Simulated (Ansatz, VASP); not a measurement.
## HfC in two plane-wave programs

Wanted: the spread between two codes on one cell, functional and k mesh. The cell is generated by rule, not measured, and may not be a known phase. Of the first pair: The two relaxations start from unlike cells of this crystal (the structure described is Ansatz's start), so only their ends are compared.

Calculated with Ansatz 0.2.0; plane waves, with VASP 6.6.1 beside it; relaxation of cell and atoms at PBEsol.

## 1. The structure

It takes space group P6_3mc (No. 186, hexagonal). Conventional cell: a = 3.392 Å, b = 3.392 Å, c = 5.540 Å, α = 90.00°, β = 90.00°, γ = 120.00°. Nearest to Hf lie 4 C at 2.08 Å. Nearest to C lie 4 Hf at 2.08 Å. Farther neighbours are not listed.

As a file:

```cif
data_structure
_symmetry_space_group_name_H-M 'P 1'
_symmetry_Int_Tables_number 1
_cell_length_a 3.3924
_cell_length_b 3.3924
_cell_length_c 5.5398
_cell_angle_alpha 90.000
_cell_angle_beta 90.000
_cell_angle_gamma 120.000
_cell_volume 55.21
loop_
_atom_site_label
_atom_site_type_symbol
_atom_site_fract_x
_atom_site_fract_y
_atom_site_fract_z
_atom_site_occupancy
Hf1 Hf 0.33333 0.66667 0.00000 1
Hf2 Hf 0.66667 0.33333 0.50000 1
C3 C 0.33333 0.66667 0.37500 1
C4 C 0.66667 0.33333 0.87500 1
```

## 2. VASP: relaxation of cell and atoms, PBEsol, pair 1

The relaxed volume is the usual yardstick between codes: in a stiff, nearly cubic crystal its relative difference is about their pressure difference at one cell divided by the bulk modulus.

Lines of VASP's logs that name or quote its potential files are left out, and so is its time.

The input, INCAR:

```
SYSTEM = HfC
PREC = Accurate
ENCUT = 600
EDIFF = 1E-07
NELM = 120
ISMEAR = 0
SIGMA = 0.1
LREAL = .FALSE.
ALGO = Normal
GGA = PS
NBANDS = 20
LASPH = .TRUE.
LORBIT = 11
LWAVE = .FALSE.
LCHARG = .FALSE.
ISIF = 3
IBRION = 2
NSW = 80
EDIFFG = -0.005
GGA_COMPAT = .FALSE.
NELMIN = 4
KPAR = 2
```

The input, POSCAR:

```
HfC
1.0
    3.8095124664      0.0000000000      0.0000000000
   -1.9047562332      3.2991345838      0.0000000000
    0.0000000000      0.0000000000      4.6104044428
Hf C
2 2
Direct
    0.3333332199      0.6666664397      0.9446854438
    0.6666666099      0.3333332199      0.4446854438
    0.3333332199      0.6666664397      0.4303145562
    0.6666666099      0.3333332199      0.9303145562
```

The input, KPOINTS:

```
Automatic mesh
0
Gamma
6 6 4
0 0 0
```

The projector-augmented-wave data sets are Hf_pv and C (PBE family, release 64).

On the command line:

```sh
mpirun -np 2 vasp_std
```

Numbers of over 12 decimals in the logs are rounded to 6 here.

The log of the run:

```text
[banner, memory and clock lines left out]
running    2 mpi-ranks, on    1 nodes
 distrk:  each k-point on    1 cores,    2 groups
 distr:  one band on    1 cores,    1 groups

 POSCAR found type information on POSCAR HfC
 POSCAR found :  2 types and       4 ions
|                                                                             |
|               ----> ADVICE to this user running VASP <----                  |
|                                                                             |
|     You enforced a specific xc type in the INCAR file but a different       |
|     [... a line on the potential file left out ...]
|     I HOPE YOU KNOW WHAT YOU ARE DOING!                                     |
|                                                                             |

 LDA part: xc-table for (Slater+PW92), standard interpolation
 POSCAR, INCAR and KPOINTS ok, starting setup
 FFT: planning ... GRIDC
 FFT: planning ... GRID_SOFT
 FFT: planning ... GRID
 WAVECAR not read
 entering main loop
       N       E                     dE             d eps       ncg     rms          rms(c)
DAV:   1     0.107526473015E+03    0.10753E+03   -0.16921E+04   840   0.150E+03
DAV:   2    -0.436595569701E+02   -0.15119E+03   -0.14505E+03  1096   0.331E+02
DAV:   3    -0.502128921178E+02   -0.65533E+01   -0.65127E+01  1036   0.505E+01
DAV:   4    -0.503081633492E+02   -0.95271E-01   -0.95186E-01  1112   0.668E+00
DAV:   5    -0.503093265026E+02   -0.11632E-02   -0.11631E-02  1072   0.690E-01    0.824E+01
DAV:   6    -0.431827638195E+02    0.71266E+01   -0.45691E+01   940   0.268E+01    0.570E+01
DAV:   7    -0.431086673645E+02    0.74096E-01   -0.23404E+00   996   0.848E+00    0.264E+01
DAV:   8    -0.430930093261E+02    0.15658E-01   -0.86971E-02  1024   0.203E+00    0.522E+00
DAV:   9    -0.430831995020E+02    0.98098E-02   -0.67353E-02   992   0.107E+00    0.253E+00
DAV:  10    -0.430820766188E+02    0.11229E-02   -0.50015E-03  1016   0.413E-01    0.364E-01
DAV:  11    -0.430820819012E+02   -0.52823E-05   -0.51592E-04  1040   0.133E-01    0.513E-02
DAV:  12    -0.430820799276E+02    0.19736E-05   -0.84080E-06   988   0.208E-02    0.705E-02
DAV:  13    -0.430820780042E+02    0.19234E-05   -0.58895E-06  1024   0.136E-02    0.830E-03
DAV:  14    -0.430820779631E+02    0.41132E-07   -0.15660E-07   676   0.296E-03
   1 F= -.43082078E+02 E0= -.43080628E+02  d E =-.430821E+02
 curvature:   0.00 expect dE= 0.000E+00 dE for cont linesearch  0.000E+00
 trial: gam= 0.00000 g(F)=  0.130E-05 g(S)=  0.134E-04 ort = 0.000E+00 (trialstep = 0.100E+01)
 search vector abs. value=  0.147E-04
 bond charge predicted
       N       E                     dE             d eps       ncg     rms          rms(c)
DAV:   1    -0.430821096733E+02   -0.31669E-04   -0.15281E-03   920   0.283E-01    0.132E-01
DAV:   2    -0.430820891051E+02    0.20568E-04   -0.55176E-05  1056   0.502E-02    0.403E-02
DAV:   3    -0.430820800377E+02    0.90674E-05   -0.11209E-05   988   0.234E-02    0.156E-02
DAV:   4    -0.430820791265E+02    0.91122E-06   -0.26140E-06  1124   0.110E-02    0.120E-02
DAV:   5    -0.430820792272E+02   -0.10063E-06   -0.99593E-08   568   0.212E-03    0.599E-03
DAV:   6    -0.430820793420E+02   -0.11487E-06   -0.46430E-08   556   0.139E-03    0.101E-03
DAV:   7    -0.430820793361E+02    0.59563E-08   -0.76049E-09   548   0.592E-04
   2 F= -.43082079E+02 E0= -.43080604E+02  d E =-.137301E-05
 trial-energy change:   -0.000001  1 .order   -0.000001   -0.000015    0.000013
 step:   0.5584(harm=  0.5308)  dis= 0.00007  next Energy=   -43.082082 (dE=-0.420E-05)
 bond charge predicted
       N       E                     dE             d eps       ncg     rms          rms(c)
DAV:   1    -0.430820885782E+02   -0.92362E-05   -0.29852E-04   872   0.125E-01    0.582E-02
DAV:   2    -0.430820843823E+02    0.41960E-05   -0.10815E-05  1044   0.222E-02    0.177E-02
DAV:   3    -0.430820825398E+02    0.18425E-05   -0.21979E-06   968   0.103E-02    0.687E-03
DAV:   4    -0.430820822732E+02    0.26665E-06   -0.51090E-07   976   0.486E-03    0.527E-03
DAV:   5    -0.430820822073E+02    0.65838E-07   -0.20978E-08   476   0.976E-04
   3 F= -.43082082E+02 E0= -.43080618E+02  d E =-.424426E-05
 curvature:  -0.26 expect dE=-0.114E-05 dE for cont linesearch -0.321E-07
 trial: gam= 0.38233 g(F)=  0.242E-05 g(S)=  0.187E-05 ort =-0.134E-05 (trialstep = 0.912E+00)
 search vector abs. value=  0.543E-05
 reached required accuracy - stopping structural energy minimisation
```

From OUTCAR (step 2):

```text
ion  position               nearest neighbor table
   1  0.333  0.667  0.945-   4 2.20   4 2.20   4 2.20   3 2.24   3 2.37   2 3.19   2 3.19   2 3.19
                             2 3.19   2 3.19   2 3.19
   2  0.667  0.333  0.445-   3 2.20   3 2.20   3 2.20   4 2.24   4 2.37   1 3.19   1 3.19   1 3.19
                             1 3.19   1 3.19   1 3.19
   3  0.333  0.667  0.430-   2 2.20   2 2.20   2 2.20   1 2.24   1 2.37
   4  0.667  0.333  0.930-   1 2.20   1 2.20   1 2.20   2 2.24   2 2.37

  LATTYP: Found a hexagonal cell.
 ALAT       =     3.8095124664
 C/A-ratio  =     1.2102347698

 Subroutine GETGRP returns: Found 12 space group operations
 (whereof  6 operations were pure point group operations)

The static configuration has the point symmetry C_3v.
 The point group associated with its full space group is C_6v.

 Found     21 irreducible k-points:

   k-points           NKPTS =     21   k-points in BZ     NKDIM =     21   number of bands    NBANDS=     20

   dimension x,y,z NGX =    30 NGY =   30 NGZ =   40
   dimension x,y,z NGXF=    60 NGYF=   60 NGZF=   80

   ENCUT  =  600.0 eV  44.10 Ry    6.64 a.u.   7.61  7.61  9.21*2*pi/ulx,y,z

   NELECT =      28.0000    total number of electrons

 k-points in reciprocal lattice and weights: Automatic mesh
   0.00000000  0.00000000  0.00000000       0.007
   0.16666667  0.00000000  0.00000000       0.042
   0.33333333  0.00000000  0.00000000       0.042
   0.50000000 -0.00000000  0.00000000       0.021
   0.16666667  0.16666667  0.00000000       0.042
   0.33333333  0.16666667  0.00000000       0.083
   0.33333333  0.33333333  0.00000000       0.014
   0.00000000  0.00000000  0.25000000       0.014
   0.16666667  0.00000000  0.25000000       0.083
[...]
0.33333333  0.16666667  0.50000000       0.083
   0.33333333  0.33333333  0.50000000       0.014

 average (electrostatic) potential at core
       1 -36.5290       2 -36.5290       3 -48.8849       4 -48.8849

 E-fermi :   4.4804

 k-point     1 :       0.0000    0.0000    0.0000
  band No.  band energies     occupation
    ...
      9       1.6642      2.00000
     10       1.6642      2.00000
     11       1.8762      2.00000
     12       1.8762      2.00000
     13       2.6000      2.00000
     14       5.6420      0.00000
     15       5.7884      0.00000
     16       5.7884      0.00000
     17       7.0252      0.00000
     18       9.4331      0.00000
    ...

 k-point     2 :       0.1667    0.0000    0.0000
  band No.  band energies     occupation
    ...
     10       1.8268      2.00000
     11       2.0174      2.00000
     12       2.2539      2.00000
     13       2.5196      2.00000
     14       4.3691      1.88466
     15       5.4369      0.00000
     16       6.9066      0.00000
     17       8.1789      0.00000
     18       9.5164      0.00000
     19       9.7012      0.00000
    ...

 k-point     3 :       0.3333    0.0000    0.0000
  band No.  band energies     occupation
    ...
     10       2.0069      2.00000
     11       2.4491      2.00000
     12       2.7680      2.00000
     13       3.3153      2.00000
     14       3.3162      2.00000
     15       4.9438      0.00000
     16       7.4788      0.00000
     17       7.7105      0.00000
     18       9.6655      0.00000
     19       9.8576      0.00000
    ...

  Total        0.0068817      0.0068817      0.0077820      0.0000000      0.0000000      0.0000000
  in kB        0.1903249      0.1903249      0.2152241      0.0000000      0.0000000      0.0000000
  external PRESSURE =       0.1986246 kB  Pullay stress =       0.0000000 kB

  energy-cutoff  :      600.00
  volume of cell :       57.93
      direct lattice vectors                 reciprocal lattice vectors
     3.809516025 -0.000000000  0.000000000     0.262500536  0.151554755 -0.000000000
    -1.904758013  3.299137666  0.000000000     0.000000000  0.303109510 -0.000000000
     0.000000000  0.000000000  4.609368296    -0.000000000 -0.000000000  0.216949468

 POSITION                                       TOTAL-FORCE (eV/Angst)
 -----------------------------------------------------------------------------------
      0.00000      2.19942      4.35433        -0.000000      0.000000     -0.003542
      1.90476      1.09971      2.04965         0.000000     -0.000000     -0.003542
      0.00000      2.19942      1.98355        -0.000000      0.000000      0.003542
      1.90476      1.09971      4.28823         0.000000      0.000000      0.003542
 -----------------------------------------------------------------------------------
    total drift:                                0.000000      0.000485      0.000155

  FREE ENERGIE OF THE ION-ELECTRON SYSTEM (eV)
  ---------------------------------------------------
  free  energy   TOTEN  =       -43.0820822073 eV

  energy  without entropy=      -43.0791543648  energy(sigma->0) =      -43.08061829

 reached required accuracy - stopping structural energy minimisation

 total charge
# of ion       s       p       d       tot
------------------------------------------
    1        0.342   6.624   1.710   8.675
    2        0.342   6.624   1.710   8.675
    3        0.877   1.536   0.000   2.412
    4        0.877   1.536   0.000   2.412
--------------------------------------------------
tot          2.437  16.318   3.419  22.174

[... 3 further parts left out ...]
```

The k-mesh is coarse for a metal. Harder data sets than Hf_pv exist (the GW ones), and pressures, volumes and forces can shift noticeably with them. The run keeps the 12 symmetry operations of its start, so it cannot find a distortion of lower symmetry.

## 3. Ansatz: relaxation of cell and atoms, PBEsol, pair 1

Ansatz runs on norm-conserving files, of PseudoDojo where its log says so.

Its own start cell and the same functional, mesh and smearing now go to Ansatz, which takes its cutoff from its data sets.

The input, input.yaml:

```yaml
crystal:
  lattice:
    - [3.39238, 0.0, 0.0]
    - [-1.69619, 2.93789, 0.0]
    - [0.0, 0.0, 5.53976]
  atoms:
    - { symbol: Hf, position: [0.333333, 0.666667, 0.0] }
    - { symbol: Hf, position: [0.666667, 0.333333, 0.5] }
    - { symbol: C, position: [0.333333, 0.666667, 0.375] }
    - { symbol: C, position: [0.666667, 0.333333, 0.875] }
kpoints:
  mp_grid: { grid: [6, 6, 4] }
hamiltonian:
  xc: pbesol
  pseudopotentials: { kind: nc }
scf:
  occupations: { method: gaussian, width: 0.1 }
output:
  forces: true
  stress: true
  eigenvalues: true
relax:
  adjacent_minimum: "off"
  f_tol: 0.05
  max_steps: 80
  cell: { stress_tol: 0.5 }
```

On the command line:

```sh
ansatz run input.yaml --threads 4 --pin off --max-ram 7168MiB --backend cpu --events-out ev --progress --plain --runs-dir out
```

The log of the run:

```text
Warning: the atoms were moved onto the symmetric positions of the space group found under crystal.symmetry.tolerance 1.0e-5 (fractional; no operation is sought that the atoms, as they stand in a round, miss by more than twice it, and no atom is moved by as much as it), and the run uses the moved positions. Before a round's move an operation carried an atom to 3.39e-6 Å from where it should land, the largest such dist [...]
The last accepted step is kept in <dir> (removed where the run ends without a failure and the disk answers)
Engine: ansatz 0.2.0, aarch64-unknown-linux-gnu
Pseudopotentials: kind: nc
Pseudopotential: Hf, nc, valence charge 12, recommended cutoff 789.130201 eV (normal), Hf.nc.azcp (PseudoDojo's, or run here from an input of PseudoDojo's: the run reads no file of this project's for it)
Pseudopotential: C, nc, valence charge 4, recommended cutoff 1115.666836 eV (normal), C.nc.azcp (PseudoDojo's, or run here from an input of PseudoDojo's: the run reads no file of this project's for it)
Functional definition: PBEsol
  exchange = pbesol_x
  correlation = pbesol_c
Crystal: 4 atoms, lattice volume = 55.212 Å³
Basis set: ecut = 1115.666836 eV, 4639 PW (Γ), exchange–correlation on 80×80×128 points (8 copies of the dense FFT grid, shifted against one another)
Bands: 20, of which v1, the nominal top of the filled ones, is band 16 counted from 1 (15 counted from 0)
Symmetry: 12 space group operations
Space group: P63mc (ITA 186), of the structure as read, at distance tolerance 3.8e-5 Å
k-points: 21 of 144 (time reversal used)
Non-local potential: Hf, projectors of the file, l = 0: 2, l = 1: 2, l = 2: 2, l = 3: 2
Non-local potential: C, projectors of the file, l = 0: 2, l = 1: 2
Initial density: superposition of atomic densities (chi_scale 0.1, normalization cell, long waves kept (reshape's long-wave potential 0.00 eV rms))
Initial wavefunctions: pseudopotential atomic-orbital guess
Functional: x = pbesol(κ = 0.804, μ = 0.123457), c = pbesol(β = 0.046)
SCF iter   1: F=—  HF=-3400.020211 eV  |F-HF|=—  |Δ(HF+E_count)|=         —  Δρ=1.32e-1  dr2=1.35e1  ethr=3.10e-3  ⟨swp⟩=6.4  Hψ=2231  notcnv=0
[...]
SCF iter   3: F=—  HF=-3397.982420 eV  |F-HF|=—  |Δ(HF+E_count)|=   5.77e-3  Δρ=9.92e-4  dr2=9.38e-4  ethr=4.51e-5  ⟨swp⟩=2.0  Hψ=597  notcnv=0
SCF iter   4: F=—  HF=-3397.982255 eV  |F-HF|=—  |Δ(HF+E_count)|=   1.64e-4  Δρ=4.64e-4  dr2=1.12e-4  ethr=2.93e-6  ⟨swp⟩=2.8  Hψ=809  notcnv=0
SCF iter   5: F=—  HF=-3397.982360 eV  |F-HF|=—  |Δ(HF+E_count)|=   1.05e-4  Δρ=1.34e-4  dr2=7.54e-6  ethr=3.51e-7  ⟨swp⟩=2.6  Hψ=708  notcnv=0
SCF iter   6: F=—  HF=-3397.982358 eV  |F-HF|=—  |Δ(HF+E_count)|=   1.73e-6  Δρ=4.08e-5  dr2=4.54e-7  ethr=2.36e-8  ⟨swp⟩=2.3  Hψ=653  notcnv=0
SCF iter   7: F=-3397.982358 eV  HF=-3397.982358 eV  |F-HF|=1.60e-8  |Δ(HF+E_count)|=   1.30e-7  Δρ=1.04e-5  dr2=2.46e-8  ethr=1.25e-9  ⟨swp⟩=8.8  Hψ=2478  notcnv=0
SCF 7 converged in 7 iterations: F = -3397.982358 eV  dr2 = 2.46e-8
relax step   7: F+E_penalty+E_count = -3397.98235842 eV  Δ(F+E_penalty+E_count) = -4.195e-2 eV  max|allowed force component| = 1.717e-1 eV/Å  Δτ_max = 0.0065 Å  P = -1.715 GPa  Ω = 58.385 Å³  energy of the carried Pulay correction = -1.080e-3 eV  (7 SCF iters, dr2 threshold 4.00e-7 eV, accepted)
[...]
relax step   8: F+E_penalty+E_count = -3398.00035547 eV  Δ(F+E_penalty+E_count) = -1.800e-2 eV  max|allowed force component| = 4.033e-2 eV/Å  Δτ_max = 0.0075 Å  P = -0.268 GPa  Ω = 58.056 Å³  energy of the carried Pulay correction = -9.701e-4 eV  (6 SCF iters, dr2 threshold 4.00e-7 eV, accepted)
[...]
relax step   9: F+E_penalty+E_count = -3398.00079726 eV  Δ(F+E_penalty+E_count) = -4.418e-4 eV  max|allowed force component| = 4.756e-3 eV/Å  Δτ_max = 0.0033 Å  P = +0.051 GPa  Ω = 57.990 Å³  energy of the carried Pulay correction = -9.482e-4 eV  (5 SCF iters, dr2 threshold 4.00e-7 eV, accepted)
[...]
relax step  10: F+E_penalty+E_count = -3398.01403234 eV  Δ(F+E_penalty+E_count) = -1.324e-2 eV  max|allowed force component| = 5.011e-3 eV/Å  Δτ_max = 0.0000 Å  P = +0.310 GPa  Ω = 57.990 Å³  stress off target by 3.93e-1 GPa  SCF on the basis re-selected at this cell (its energy is not comparable with the rows above)  (4 SCF iters)
basis re-selected at this cell: Δ(F+E_penalty+E_count) = -1.324e-2 eV, ΔP = +0.259 GPa vs the last step (what re-selecting the basis moved, of the pressure what is left beyond the Pulay correction that the steps carried, after the strain that the cell walked since its last selection, with what the two solves' SCF thresholds leave and, on support functions, any second-order correction that the steps lacked; it is no measure of the basis error at this ecutwfc). The dense FFT grid was sized anew with the basis: this SCF ran on 45×45×54 points, the steps before it on 40×40×64, so part of this shift can come from that change (see relax.cell in the input reference). [rest of the remark cut]
SCF converged after 4 iterations
Free energy (F): -3398.014032 eV
Harris-Foulkes:  -3398.014032 eV  (|F-HF|=3.96e-10)
Internal energy: -3398.011400 eV  (E = F + TS)
E sigma→0 (E₀):  -3398.012716 eV
Entropy (-TS):   -0.002632 eV (-0.658 meV/atom)
Fermi energy:    12.695709 eV
--- Per-component energies (eV) ---
  E_band       = -263.418224
  E_kinetic    = 1009.113006
  E_local      = -1753.192808  (includes V_loc(G=0)·N_el)
  E_nonlocal   = 131.685395
  E_hartree    = 486.970927
  E_xc         = -886.976305
  E_vxc        = -624.965317  (∫ρ·V_xc dr)
  E_ewald      = -2385.611615
  E_smearing   = -0.002632  (= −TS)
  E_closure    = -0.000000  (closes the sum)
  Σ components = -3398.014032   (vs F -3398.014032, Δ=0.00e0)
--- Forces (eV/Å), atoms counted from 1 ---
  atom   1  Hf    -0.00000000     0.00000000    -0.00501069
  atom   2  Hf    -0.00000000    -0.00000000    -0.00501069
  atom   3  C     -0.00000000     0.00000000     0.00501113
  atom   4  C      0.00000000     0.00000000     0.00501113
  max |Σ_I F_I| component: 8.76e-7 eV/Å
--- Stress (GPa, compression-positive) ---
        0.392868       0.000000      -0.000000
        0.000000       0.392868       0.000000
       -0.000000      -0.000000       0.143534
  P = ⅓ Tr σ = 0.3098 GPa (3.098 kbar)
--- Band table (eV; the first three rows and the last of 21) ---
  k-point 0: bands = [... 12 lower, 10.0645, 10.0645, 10.7692, 13.8333, 14.0028, 14.0028, 15.2480, 17.6379]
  k-point 1: bands = [... 12 lower, 9.7669, 9.8153, 9.8153, 11.4295, 15.0574, 15.0574, 15.7894, 18.0284]
  k-point 2: bands = [... 12 lower, 9.5137, 9.5137, 9.5137, 9.5137, 16.9669, 16.9669, 17.1836, 17.1836]
  k-point 20: bands = [... 12 lower, 10.3269, 10.3269, 10.7701, 10.7701, 14.1505, 14.1505, 17.1655, 17.1655]
--- Relaxed structure (9 steps of the walk, 9 accepted, 1 SCFs on fresh bases) ---
  F+E_penalty+E_count = -3398.01403234 eV   max|allowed force component| = 5.011e-3 eV/Å   (the final SCF, on the basis selected at the relaxed cell)
  cell:  # Å, volume = 57.9899 Å³
    - [3.809046, 0, -8.299913216281455e-18]
    - [-1.904523, 3.298731, 4.149956608140724e-18]
    - [-1.3553760425493668e-17, 0, 4.615184]
  atoms:
    - { symbol: Hf, position: [0.333333, 0.666667, -0.055003] }
    - { symbol: Hf, position: [0.666667, 0.333333, 0.444997] }
    - { symbol: C, position: [0.333333, 0.666667, 0.430003] }
    - { symbol: C, position: [0.666667, 0.333333, 0.930003] }
```

## 4. Comparison

Known differences besides the potentials themselves: the data sets hold 32 valence electrons in Ansatz (on norm-conserving files, of PseudoDojo where its log says so) and 28 in VASP; the cutoff is 1115.67 eV in Ansatz and 600 eV in VASP; Ansatz adds a Pulay correction to the stress that steers its cell, VASP none. Total energies have different zeros and are not compared.

The two programs side by side:

```tsv
quantity	Ansatz	VASP	difference
volume (Å³)	57.99	57.93	+0.10 %
edge a after relaxation, in the typed setting (Å)	3.809	3.809	-0.01 %
edge c after relaxation, in the typed setting (Å)	4.615	4.609	+0.13 %
```

[end of part 1 of 2]

[Lines on the potential files, build, host, timing and source positions are cut from VASP's logs without a mark.]

[Logs are printed without paths, hosts, clocks, repeated set-up lines and the standing remarks that a program may print on its own settings, such as how far it seeks lower states.]

[Hosts, paths, dates, database ids (printed as entryN), source tags and the programs' standing remarks are cut or masked in the printed files.]
